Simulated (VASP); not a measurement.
# Driving VASP from ASE on CoSi2, part 2 of 4

Do ASE scripts that read CoSi2 from different structure formats give one answer, and do several routes find one equilibrium volume? All runs use LDA. Left out of this account: 1 further run (fields: a reference on another mesh). The start is a cell from a database of measured crystal structures.

VASP 6.6.1, plane waves and PAW; the level of theory is named at each step.

So far. Step 2 (Total energy, forces and stress (LDA, through ASE)): The pressure is -9.26 GPa and the largest force 0.000 eV/Å, so the cell is not at a minimum at these settings.

## (3) Self-consistent run (LDA, through ASE)

This step: LDA, spin-polarised from a ferromagnetic start; plane waves and PAW (Co, Si) (VASP 6.6.1).

System of this step: CoSi2. The structure is cubic, space group Fm-3m (No. 225). The conventional cell has a = 5.365 Å, b = 5.365 Å, c = 5.365 Å, α = 90.00°, β = 90.00°, γ = 90.00°. Nearest to Co lie 8 Si at 2.32 Å. Nearest to Si lie 4 Co at 2.32 Å. Farther neighbours are not listed.

The single point through ASE, with the structure read from a CIF with its space group. The file expands to the conventional cell of 12 atoms, on a 4×4×4 mesh.

The input, run.py:

```python
import numpy as np
from ase.calculators.vasp import Vasp
from ase.io import read
from ase.dft.bandgap import bandgap

atoms = read('CoSi2.cif')

calc = Vasp(
    xc='lda',
    pp='LDA',
    prec='Accurate',
    encut=400,
    ediff=1e-06,
    nelm=100,
    ismear=-1,
    sigma=0.05,
    lreal=False,
    algo='Normal',
    nbands=57,
    ispin=2,
    lasph=True,
    lmaxmix=4,
    lorbit=11,
    lwave=False,
    lcharg=False,
    kpar=4,
    isif=2,
    pp_version='64',
    setups={'Co': '', 'Si': ''},
    kpts=(4, 4, 4),
    gamma=True,
    txt='vasp.out',
    magmom=[2.0, 2.0, 2.0, 2.0, 0.0, 0.0, 0.0, 0.0, 0.0, 0.0, 0.0, 0.0],
)
atoms.calc = calc

print("energy (eV):", round(atoms.get_potential_energy(), 6))
print("Fermi level (eV):", round(calc.get_fermi_level(), 4))
print("forces (eV/A):")
print(np.round(atoms.get_forces(), 4))
print("stress (GPa, Voigt, tension positive):", np.round(atoms.get_stress() * 160.21766, 3))
print("magnetic moment (muB):", round(atoms.get_magnetic_moment(), 3))
gap, p1, p2 = bandgap(calc, direct=False)
print("gap on the mesh (eV):", round(gap, 4))
```

The input, CoSi2.cif:

```cif
data_CoSi2
_cell_length_a 5.36500000
_cell_length_b 5.36500000
_cell_length_c 5.36500000
_cell_angle_alpha 90.00000000
_cell_angle_beta 90.00000000
_cell_angle_gamma 90.00000000
_space_group_name_H-M_alt 'Fm-3m'
_space_group_name_Hall '-F 4 2 3'
_space_group_IT_number 225
loop_
_space_group_symop_operation_xyz
'x,y,z'
'-x,-y,-z'
'-y,x,z'
'y,-x,-z'
'-x,-y,z'
'x,y,-z'
'y,-x,z'
'-y,x,-z'
'x,-y,-z'
'-x,y,z'
'-y,-x,-z'
'y,x,z'
'-x,y,-z'
'x,-y,z'
'y,x,-z'
'-y,-x,z'
'z,x,y'
'-z,-x,-y'
'z,-y,x'
'-z,y,-x'
'z,-x,-y'
'-z,x,y'
'z,y,-x'
'-z,-y,x'
'-z,x,-y'
'z,-x,y'
'-z,-y,-x'
'z,y,x'
'-z,-x,y'
'z,x,-y'
'-z,y,x'
'z,-y,-x'
'y,z,x'
'-y,-z,-x'
'x,z,-y'
'-x,-z,y'
'-y,z,-x'
'y,-z,x'
'-x,z,y'
'x,-z,-y'
'-y,-z,x'
'y,z,-x'
'-x,-z,-y'
'x,z,y'
'y,-z,-x'
'-y,z,x'
'x,-z,y'
'-x,z,-y'
'x,y+1/2,z+1/2'
'-x,-y+1/2,-z+1/2'
'-y,x+1/2,z+1/2'
'y,-x+1/2,-z+1/2'
'-x,-y+1/2,z+1/2'
'x,y+1/2,-z+1/2'
'y,-x+1/2,z+1/2'
'-y,x+1/2,-z+1/2'
'x,-y+1/2,-z+1/2'
'-x,y+1/2,z+1/2'
'-y,-x+1/2,-z+1/2'
'y,x+1/2,z+1/2'
'-x,y+1/2,-z+1/2'
'x,-y+1/2,z+1/2'
'y,x+1/2,-z+1/2'
'-y,-x+1/2,z+1/2'
'z,x+1/2,y+1/2'
'-z,-x+1/2,-y+1/2'
'z,-y+1/2,x+1/2'
'-z,y+1/2,-x+1/2'
'z,-x+1/2,-y+1/2'
'-z,x+1/2,y+1/2'
'z,y+1/2,-x+1/2'
'-z,-y+1/2,x+1/2'
'-z,x+1/2,-y+1/2'
'z,-x+1/2,y+1/2'
'-z,-y+1/2,-x+1/2'
'z,y+1/2,x+1/2'
'-z,-x+1/2,y+1/2'
'z,x+1/2,-y+1/2'
'-z,y+1/2,x+1/2'
'z,-y+1/2,-x+1/2'
'y,z+1/2,x+1/2'
'-y,-z+1/2,-x+1/2'
'x,z+1/2,-y+1/2'
'-x,-z+1/2,y+1/2'
'-y,z+1/2,-x+1/2'
'y,-z+1/2,x+1/2'
'-x,z+1/2,y+1/2'
'x,-z+1/2,-y+1/2'
'-y,-z+1/2,x+1/2'
'y,z+1/2,-x+1/2'
'-x,-z+1/2,-y+1/2'
'x,z+1/2,y+1/2'
'y,-z+1/2,-x+1/2'
'-y,z+1/2,x+1/2'
'x,-z+1/2,y+1/2'
'-x,z+1/2,-y+1/2'
'x+1/2,y,z+1/2'
'-x+1/2,-y,-z+1/2'
'-y+1/2,x,z+1/2'
'y+1/2,-x,-z+1/2'
'-x+1/2,-y,z+1/2'
'x+1/2,y,-z+1/2'
'y+1/2,-x,z+1/2'
'-y+1/2,x,-z+1/2'
'x+1/2,-y,-z+1/2'
'-x+1/2,y,z+1/2'
'-y+1/2,-x,-z+1/2'
'y+1/2,x,z+1/2'
'-x+1/2,y,-z+1/2'
'x+1/2,-y,z+1/2'
'y+1/2,x,-z+1/2'
'-y+1/2,-x,z+1/2'
'z+1/2,x,y+1/2'
'-z+1/2,-x,-y+1/2'
'z+1/2,-y,x+1/2'
'-z+1/2,y,-x+1/2'
'z+1/2,-x,-y+1/2'
'-z+1/2,x,y+1/2'
'z+1/2,y,-x+1/2'
'-z+1/2,-y,x+1/2'
'-z+1/2,x,-y+1/2'
'z+1/2,-x,y+1/2'
'-z+1/2,-y,-x+1/2'
'z+1/2,y,x+1/2'
'-z+1/2,-x,y+1/2'
'z+1/2,x,-y+1/2'
'-z+1/2,y,x+1/2'
'z+1/2,-y,-x+1/2'
'y+1/2,z,x+1/2'
'-y+1/2,-z,-x+1/2'
'x+1/2,z,-y+1/2'
'-x+1/2,-z,y+1/2'
'-y+1/2,z,-x+1/2'
'y+1/2,-z,x+1/2'
'-x+1/2,z,y+1/2'
'x+1/2,-z,-y+1/2'
'-y+1/2,-z,x+1/2'
'y+1/2,z,-x+1/2'
'-x+1/2,-z,-y+1/2'
'x+1/2,z,y+1/2'
'y+1/2,-z,-x+1/2'
'-y+1/2,z,x+1/2'
'x+1/2,-z,y+1/2'
'-x+1/2,z,-y+1/2'
'x+1/2,y+1/2,z'
'-x+1/2,-y+1/2,-z'
'-y+1/2,x+1/2,z'
'y+1/2,-x+1/2,-z'
'-x+1/2,-y+1/2,z'
'x+1/2,y+1/2,-z'
'y+1/2,-x+1/2,z'
'-y+1/2,x+1/2,-z'
'x+1/2,-y+1/2,-z'
'-x+1/2,y+1/2,z'
'-y+1/2,-x+1/2,-z'
'y+1/2,x+1/2,z'
'-x+1/2,y+1/2,-z'
'x+1/2,-y+1/2,z'
'y+1/2,x+1/2,-z'
'-y+1/2,-x+1/2,z'
'z+1/2,x+1/2,y'
'-z+1/2,-x+1/2,-y'
'z+1/2,-y+1/2,x'
'-z+1/2,y+1/2,-x'
'z+1/2,-x+1/2,-y'
'-z+1/2,x+1/2,y'
'z+1/2,y+1/2,-x'
'-z+1/2,-y+1/2,x'
'-z+1/2,x+1/2,-y'
'z+1/2,-x+1/2,y'
'-z+1/2,-y+1/2,-x'
'z+1/2,y+1/2,x'
'-z+1/2,-x+1/2,y'
'z+1/2,x+1/2,-y'
'-z+1/2,y+1/2,x'
'z+1/2,-y+1/2,-x'
'y+1/2,z+1/2,x'
'-y+1/2,-z+1/2,-x'
'x+1/2,z+1/2,-y'
'-x+1/2,-z+1/2,y'
'-y+1/2,z+1/2,-x'
'y+1/2,-z+1/2,x'
'-x+1/2,z+1/2,y'
'x+1/2,-z+1/2,-y'
'-y+1/2,-z+1/2,x'
'y+1/2,z+1/2,-x'
'-x+1/2,-z+1/2,-y'
'x+1/2,z+1/2,y'
'y+1/2,-z+1/2,-x'
'-y+1/2,z+1/2,x'
'x+1/2,-z+1/2,y'
'-x+1/2,z+1/2,-y'
loop_
_atom_site_label
_atom_site_type_symbol
_atom_site_symmetry_multiplicity
_atom_site_Wyckoff_symbol
_atom_site_fract_x
_atom_site_fract_y
_atom_site_fract_z
_atom_site_occupancy
Co1 Co 4 a 0.0000000000 0.0000000000 0.0000000000 1
Si1 Si 8 c 0.2500000000 0.7500000000 0.7500000000 1
```

The projector-augmented-wave data sets are Co and Si (LDA family, release 64).

Launch:

```console
$ export ASE_VASP_COMMAND="mpirun -np 4 vasp_std"
$ python run.py
```

Output:

```text
energy (eV): -87.42472
Fermi level (eV): 9.969
forces (eV/A):
[[-0.  0. -0.]
 [ 0. -0.  0.]
 [ 0.  0. -0.]
 [ 0.  0.  0.]
 [-0. -0. -0.]
 [ 0. -0. -0.]
 [ 0. -0. -0.]
 [ 0. -0. -0.]
 [ 0. -0. -0.]
 [-0. -0. -0.]
 [ 0. -0. -0.]
 [ 0. -0. -0.]]
stress (GPa, Voigt, tension positive): [ 9.499  9.499  9.499 -0.    -0.    -0.   ]
magnetic moment (muB): -0.001
gap on the mesh (eV): 0.0
```

Run time: 38 s. Hardware: 4 MPI ranks of Intel Xeon Platinum 8259CL at 2.50GHz (Skylake/Cascade Lake), shared host; peak memory 0.94 GiB; 2.2 min of CPU time.

The INCAR that ASE wrote:

```
ENCUT = 400.000000
SIGMA = 0.050000
EDIFF = 1.00e-06
ALGO = Normal
PREC = Accurate
ISIF = 2
ISMEAR = -1
ISPIN = 2
KPAR = 4
LMAXMIX = 4
LORBIT = 11
NBANDS = 57
NELM = 100
MAGMOM = 4*2.0000 8*0.0000
LASPH = .TRUE.
LCHARG = .FALSE.
LWAVE = .FALSE.
LREAL = .FALSE.
```

The KPOINTS that ASE wrote:

```
KPOINTS created by Atomic Simulation Environment
0
Gamma
4 4 4
0 0 0
```

VASP's own log, vasp.out:

```text
[banner, memory and clock lines left out]
running    4 mpi-ranks, on    1 nodes
 distrk:  each k-point on    1 cores,    4 groups
 distr:  one band on    1 cores,    1 groups

 POSCAR found type information on POSCAR CoSi
 POSCAR found :  2 types and      12 ions
 LDA part: xc-table for (Slater(with rela. corr.)+CA(PZ))
 , standard interpolation
 POSCAR, INCAR and KPOINTS ok, starting setup
 FFT: planning ... GRIDC
 FFT: planning ... GRID_SOFT
 FFT: planning ... GRID
 WAVECAR not read
 entering main loop
       N       E                     dE             d eps       ncg     rms          rms(c)
DAV:   1     0.391459856136E+03    0.39146E+03   -0.22102E+04  2280   0.992E+02
DAV:   2    -0.528379161147E+02   -0.44430E+03   -0.41096E+03  2345   0.264E+02
DAV:   3    -0.902748100686E+02   -0.37437E+02   -0.35008E+02  2653   0.873E+01
DAV:   4    -0.917930146836E+02   -0.15182E+01   -0.15021E+01  2791   0.174E+01
DAV:   5    -0.918566581997E+02   -0.63644E-01   -0.63600E-01  3278   0.334E+00    0.319E+01
DAV:   6    -0.107943878281E+03   -0.16087E+02   -0.84354E+01  2874   0.116E+02    0.384E+01
DAV:   7    -0.873509029366E+02    0.20593E+02   -0.45169E+01  2768   0.972E+01    0.822E+00
DAV:   8    -0.877207397150E+02   -0.36984E+00   -0.61674E+00  2866   0.834E+00    0.525E+00
DAV:   9    -0.874544379390E+02    0.26630E+00   -0.52235E-01  2926   0.843E+00    0.173E+00
DAV:  10    -0.874494214459E+02    0.50165E-02   -0.45543E-02  2958   0.103E+00    0.884E-01
DAV:  11    -0.874458548388E+02    0.35666E-02   -0.35754E-03  2999   0.283E-01    0.465E-01
DAV:  12    -0.874451690412E+02    0.68580E-03   -0.11984E-03  3067   0.197E-01    0.188E-01
DAV:  13    -0.874451629448E+02    0.60964E-05   -0.20529E-04  3145   0.126E-01    0.528E-02
DAV:  14    -0.874451477856E+02    0.15159E-04   -0.17001E-05  3075   0.325E-02    0.218E-02
DAV:  15    -0.874451483690E+02   -0.58338E-06   -0.12826E-06  1903   0.107E-02
   1 F= -.87445148E+02 E0= -.87424720E+02  d E =-.408567E-01  mag=    -0.0005
```

Parts of OUTCAR (step 3):

```text
  LATTYP: Found a simple cubic cell.
 ALAT       =     5.3650000000

The static configuration has the point symmetry O_h .

 Found     10 irreducible k-points:

   k-points           NKPTS =     10   k-points in BZ     NKDIM =     10   number of bands    NBANDS=     57

   dimension x,y,z NGX =    36 NGY =   36 NGZ =   36
   dimension x,y,z NGXF=    72 NGYF=   72 NGZF=   72

   ENCUT  =  400.0 eV  29.40 Ry    5.42 a.u.   8.75  8.75  8.75*2*pi/ulx,y,z

   NELECT =      68.0000    total number of electrons

 E-fermi :   9.9690

 spin component 1
 k-point     1 :       0.0000    0.0000    0.0000
  band No.  band energies     occupation
    ...
     29       8.0005      1.00000
     30       8.0005      1.00000
     31       8.5603      1.00000
     32       8.5603      1.00000
     33       8.5603      1.00000
     34      10.5489      0.00001
     35      11.4137      0.00000
     36      11.4137      0.00000
     37      11.4137      0.00000
     38      12.8235      0.00000
    ...

 k-point     2 :       0.2500    0.0000    0.0000
  band No.  band energies     occupation
    ...
     29       8.4043      1.00000
     30       8.4043      1.00000
     31       8.4735      1.00000
     32       8.8802      1.00000
     33       8.8802      1.00000
     34      10.8771      0.00000
     35      11.2449      0.00000
     36      11.2449      0.00000
     37      11.3735      0.00000
     38      11.8972      0.00000
    ...

 k-point     3 :       0.5000    0.0000    0.0000
  band No.  band energies     occupation
    ...
     32       9.5894      0.99950
     33       9.5894      0.99950
     34       9.5894      0.99950
     35       9.6693      0.99751
     36       9.6693      0.99751
     37      11.2264      0.00000
     38      11.2264      0.00000
     39      13.1617      0.00000
     40      13.1617      0.00000
     41      13.5069      0.00000
    ...

 k-point     4 :       0.2500    0.2500    0.0000
  band No.  band energies     occupation
    ...
     30       8.6725      1.00000
     31       8.9332      1.00000
     32       9.1888      1.00000
     33       9.1888      1.00000
     34       9.9024      0.79120
     35      10.1757      0.01577
     36      11.8246      0.00000
     37      11.9472      0.00000
     38      11.9472      0.00000
     39      12.2705      0.00000
    ...

  Total       -9.1551976     -9.1551976     -9.1551976     -0.0000000      0.0000000      0.0000000
  in kB      -94.9880838    -94.9880838    -94.9880838     -0.0000000      0.0000000      0.0000000
  external PRESSURE =     -94.9880838 kB  Pullay stress =       0.0000000 kB

  energy-cutoff  :      400.00
  volume of cell :      154.42
      direct lattice vectors                 reciprocal lattice vectors
     5.365000000  0.000000000  0.000000000     0.186393290  0.000000000  0.000000000
     0.000000000  5.365000000  0.000000000     0.000000000  0.186393290  0.000000000
     0.000000000  0.000000000  5.365000000     0.000000000  0.000000000  0.186393290

 POSITION                                       TOTAL-FORCE (eV/Angst)
 -----------------------------------------------------------------------------------
      0.00000      0.00000      0.00000        -0.000000      0.000000     -0.000000
      0.00000      2.68250      2.68250         0.000000     -0.000000      0.000000
      2.68250      0.00000      2.68250         0.000000      0.000000     -0.000000
      2.68250      2.68250      0.00000         0.000000      0.000000      0.000000
      1.34125      4.02375      4.02375        -0.000000     -0.000000     -0.000000
      4.02375      1.34125      1.34125         0.000000     -0.000000     -0.000000
      1.34125      1.34125      4.02375         0.000000     -0.000000     -0.000000
      4.02375      4.02375      1.34125         0.000000     -0.000000     -0.000000
      4.02375      1.34125      4.02375         0.000000     -0.000000     -0.000000
      1.34125      4.02375      1.34125        -0.000000     -0.000000     -0.000000
      4.02375      4.02375      4.02375         0.000000     -0.000000     -0.000000
      1.34125      1.34125      1.34125         0.000000     -0.000000     -0.000000
 -----------------------------------------------------------------------------------
    total drift:                                0.000000      0.000000      0.000000

  FREE ENERGIE OF THE ION-ELECTRON SYSTEM (eV)
  ---------------------------------------------------
  free  energy   TOTEN  =       -87.4451483690 eV

  energy  without entropy=      -87.4042916713  energy(sigma->0) =      -87.42472002

 total charge
# of ion       s       p       d       tot
------------------------------------------
    1        0.542   0.716   7.601   8.860
    2        0.542   0.716   7.601   8.860
    3        0.542   0.716   7.601   8.860
    4        0.542   0.716   7.601   8.860
    5        0.722   0.876   0.000   1.598
    6        0.722   0.876   0.000   1.598
    7        0.722   0.876   0.000   1.598
    8        0.722   0.876   0.000   1.598
    9        0.722   0.876   0.000   1.598
   10        0.722   0.876   0.000   1.598
   11        0.722   0.876   0.000   1.598
   12        0.722   0.876   0.000   1.598
--------------------------------------------------
tot          7.941   9.875  30.406  48.222

 magnetization (x)
# of ion       s       p       d       tot
------------------------------------------
    1        0.000  -0.000   0.000   0.000
    2        0.000  -0.000   0.000   0.000
    3        0.000  -0.000   0.000   0.000
    4        0.000  -0.000   0.000   0.000
    5       -0.000  -0.000   0.000  -0.000
    6       -0.000  -0.000   0.000  -0.000
    7       -0.000  -0.000   0.000  -0.000
    8       -0.000  -0.000   0.000  -0.000
    9       -0.000  -0.000   0.000  -0.000
   10       -0.000  -0.000   0.000  -0.000
   11       -0.000  -0.000   0.000  -0.000
   12       -0.000  -0.000   0.000  -0.000
--------------------------------------------------
tot          0.000  -0.000   0.000   0.000

[... 1 part as in an earlier step ...]

[... 10 further parts left out ...]
```

The k-mesh is coarse for a metal. At this level the cell is under a tension of 9.5 GPa, so at these settings it is away from equilibrium.

This step gave:

```
electrons                                         : 68
bands                                             : 57
irreducible k-points                              : 10
free energy (TOTEN)                               : -87.4451 eV
energy at zero smearing                           : -87.4247 eV
Fermi energy                                      : 9.969 eV
pressure                                          : -9.499 GPa
moment of the cell, from the last line of the log : 0 μB
```

The spin moment in the PAW sphere vanishes on all atoms.

The energy lies +5.90 meV an atom from the first script, since this cell and mesh sample the zone at other points.

(Part 2 of 4 ends here.)

[Lines on the potential files, build, host, timing and source positions are cut from VASP's logs without a mark.]

[Logs are printed without paths, hosts, clocks, repeated set-up lines and the standing remarks that a program may print on its own settings, such as how far it seeks lower states.]

[Hosts, paths, dates, database ids (printed as entryN), source tags and the programs' standing remarks are cut or masked in the printed files.]

[A measured line is paired with the nearest computed mode of its activity, which favours agreement.]
